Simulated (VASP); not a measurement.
All values below come from r2SCAN meta-GGA, VASP's PBE PAW potentials (set 64) (plane waves; VASP 6.6.1).

Input for VASP

### INCAR
```
! general
SYSTEM   =  Na(100) slab
PREC     =  Normal
ENCUT    =  400
LREAL    =  .False.   ! projection in real space or not
LASPH    =  .True.   ! aspherical one-centre terms

! electronic loop
EDIFF    =  1E-6   ! SCF stop (eV)
NELM     =  100
NELMIN   =  4
ALGO     =  Normal
LMIXTAU  =  .True.

! smearing
ISMEAR   =  1
SIGMA    =  0.1

! functional
METAGGA  =  R2SCAN

! output
LWAVE    =  .False.
LCHARG   =  .False.
LORBIT   =  11   ! lm-projected
LVHAR    =  .True.

! other
LDIPOL   =  .True.
IDIPOL   =  3
DIPOL    =  0.5 0.5 0.5
```

### KPOINTS
```
Automatic
0
G
  7 7 1
0 0 0
```

File POSCAR:
```
Na(100) slab
1
    4.2366061240     0.0000000000     0.0000000000
    0.0000000000     4.2366061240     0.0000000000
    0.0000000000     0.0000000000    27.6274455690
Na
6
Direct
  0.5000000000   0.0000000000   0.3082784052
  1.0000000000   0.5000000000   0.3850154216
  0.5000000000   0.0000000000   0.4616841836
  0.0000000000   0.5000000000   0.5383158164
  0.5000000000   0.0000000000   0.6149845784
  1.0000000000   0.5000000000   0.6917215948
```

POTCAR, in this order: Na_pv (PBE.64 set). Program: vasp_std. Read from the step before: WAVECAR.

What VASP printed:

**OUTCAR**
```
 ion  position               nearest neighbor table
   1  0.500  0.000  0.308-
   2  0.000  0.500  0.385-
   3  0.500  0.000  0.462-
   4  0.000  0.500  0.538-
   5  0.500  0.000  0.615-
   6  0.000  0.500  0.692-
  LATTYP: Found a simple tetragonal cell.
 ALAT       =     4.2366061240
 C/A-ratio  =     6.5211267605
 Subroutine PRICEL returns:
 Original cell was already a primitive cell.
 Subroutine GETGRP returns: Found 16 space group operations
The static configuration has the point symmetry D_2d.
 The point group associated with its full space group is D_4h.
The dynamic configuration has the point symmetry D_2d.
 Subroutine INISYM returns: Found 16 space group operations
 Subroutine IBZKPT returns following result:
 Found     10 irreducible k-points:

 Following reciprocal coordinates:
            Coordinates               Weight
  0.000000  0.000000  0.000000      1.000000
  0.142857  0.000000  0.000000      4.000000
  0.285714  0.000000  0.000000      4.000000
  0.428571  0.000000  0.000000      4.000000
  0.142857  0.142857  0.000000      4.000000
  0.285714  0.142857  0.000000      8.000000
  0.428571  0.142857  0.000000      8.000000
  0.285714  0.285714  0.000000      4.000000
  0.428571  0.285714  0.000000      8.000000
  0.428571  0.428571  0.000000      4.000000
   k-points           NKPTS =     10   k-points in BZ     NKDIM =     10   number of bands    NBANDS=     25
   number of dos      NEDOS =    301   number of ions     NIONS =      6
   total plane-waves  NPLWV =  80640
   dimension x,y,z NGX =    24 NGY =   24 NGZ =  140
   dimension x,y,z NGXF=    48 NGYF=   48 NGZF=  280
   ions per type =               6
   PREC   = normal    normal or accurate (medium, high low for compatibility)
   ISTART =      1    job   : 0-new  1-cont  2-samecut
   ICHARG =      0    charge: 1-file 2-atom 10-const
   ISPIN  =      1    spin polarized calculation?
   LNONCOLLINEAR =      F non collinear calculations
   LSORBIT =      F    spin-orbit coupling
   INIWAV =      1    electr: 0-lowe 1-rand  2-diag
   ENCUT  =  400.0 eV  29.40 Ry    5.42 a.u.   6.91  6.91 45.05*2*pi/ulx,y,z
   NELM   =    100;   NELMIN=  4; NELMDL=  0     # of ELM steps
   EDIFF  = 0.1E-05   stopping-criterion for ELM
   LREAL  =      F    real-space projection
   NLSPLINE    = F    spline interpolate recip. space projectors
   LMAXMIX     =    2 max onsite mixed and CHGCAR
   VOSKOWN=      0    Vosko Wilk Nusair interpolation
   EDIFFG = 0.1E-04   stopping-criterion for IOM
   NSW    =      0    number of steps for IOM
   NBLOCK =      1;   KBLOCK =      1    inner block; outer block
   IBRION =     -1    ionic relax: 0-MD 1-quasi-New 2-CG
   NFREE  =      0    steps in history (QN), initial steepest desc. (CG)
   ISIF   =      2    stress and relaxation
   ISYM   =      2    0-nonsym 1-usesym 2-fastsym
   TEIN   =    0.0    initial temperature
   TEBEG  =    0.0;   TEEND  =   0.0 temperature during run
   SMASS  =  -3.00    Nose mass-parameter (am)
   PSTRESS=    0.0 pullay stress
   NELECT =      42.0000    total number of electrons
   EFERMI =   0.00;   METHOD = LEGACY
   ISMEAR =     1;   SIGMA  =   0.10  broadening in eV -4-tet -1-fermi 0-gaus
   IALGO  =     38    algorithm
   LDIAG  =      T    sub-space diagonalisation (order eigenvalues)
   IMIX   =      4    mixing-type and parameters
     AMIX     =   0.40;   BMIX     =  1.00
     AMIX_MAG =   1.60;   BMIX_MAG =  1.00
     AMIN     =   0.10
   METAGGA = R2SCAN    functional components
   VOSKOWN =     0    Vosko Wilk Nusair interpolation
   LHFCALC =     F    Hartree Fock is set to
...
```

OSZICAR:
```
       N       E                     dE             d eps       ncg     rms          rms(c)
DAV:   1    -0.207648193955E+02   -0.20765E+02   -0.79170E-05   504   0.563E-02    0.361E-03
DAV:   2    -0.207647881910E+02    0.31205E-04   -0.14439E-05   451   0.192E-02    0.213E-03
DAV:   3    -0.207647733364E+02    0.14855E-04   -0.31213E-06   353   0.146E-02    0.136E-03
DAV:   4    -0.207647374543E+02    0.35882E-04   -0.28574E-06   344   0.137E-02    0.231E-04
DAV:   5    -0.207647412133E+02   -0.37589E-05   -0.14390E-06   344   0.972E-03    0.150E-04
DAV:   6    -0.207647391100E+02    0.21032E-05   -0.68012E-07   344   0.725E-03    0.118E-04
DAV:   7    -0.207647361578E+02    0.29523E-05   -0.52390E-07   344   0.618E-03    0.581E-05
DAV:   8    -0.207647351616E+02    0.99618E-06   -0.17837E-06   344   0.103E-02
   1 F= -.20764735E+02 E0= -.20763448E+02  d E =-.386098E-02
```

OUTCAR:
```
------------------------ aborting loop because EDIFF is reached ----------------------------------------
  FORCE on cell =-STRESS in cart. coord.  units (eV):
  Direction    XX          YY          ZZ          XY          YZ          ZX
  --------------------------------------------------------------------------------------
  Total       -1.1072952     -1.1072952     -0.5284132      0.0000000      0.0000000      0.0000000
  in kB       -3.5776437     -3.5776437     -1.7072900      0.0000000      0.0000000      0.0000000
  external PRESSURE =      -2.9541925 kB  Pullay stress =       0.0000000 kB
  volume of cell :      495.88
      direct lattice vectors                 reciprocal lattice vectors
     4.236606124  0.000000000  0.000000000     0.236037991  0.000000000  0.000000000
     0.000000000  4.236606124  0.000000000     0.000000000  0.236037991  0.000000000
     0.000000000  0.000000000 27.627445569     0.000000000  0.000000000  0.036195891
 POSITION                                       TOTAL-FORCE (eV/Angst)
 -----------------------------------------------------------------------------------
      2.11830      0.00000      8.51694         0.000000     -0.000000     -0.026885
      0.00000      2.11830     10.63699         0.000000      0.000000      0.009262
      2.11830      0.00000     12.75515        -0.000000     -0.000000      0.021519
      0.00000      2.11830     14.87229         0.000000     -0.000000     -0.021519
      2.11830      0.00000     16.99045        -0.000000     -0.000000     -0.009262
      0.00000      2.11830     19.11050        -0.000000     -0.000000      0.026885
 -----------------------------------------------------------------------------------
    total drift:                                0.000000      0.000000      0.000000
  FREE ENERGIE OF THE ION-ELECTRON SYSTEM (eV)
  ---------------------------------------------------
  free  energy   TOTEN  =       -20.7647351616 eV

  energy  without entropy=      -20.7608741861  energy(sigma->0) =      -20.76344817

 total charge

# of ion       s       p       d       tot
------------------------------------------
    1        0.082   5.961   0.000   6.043
    2        0.082   5.969   0.000   6.052
    3        0.084   5.969   0.000   6.053
    4        0.084   5.969   0.000   6.053
    5        0.082   5.969   0.000   6.052
    6        0.082   5.961   0.000   6.043
--------------------------------------------------
tot          0.497  35.797   0.000  36.294
```
(Selected blocks of OUTCAR.)

The cell is a thin slab with vacuum, built from Na (bcc): (100) face.
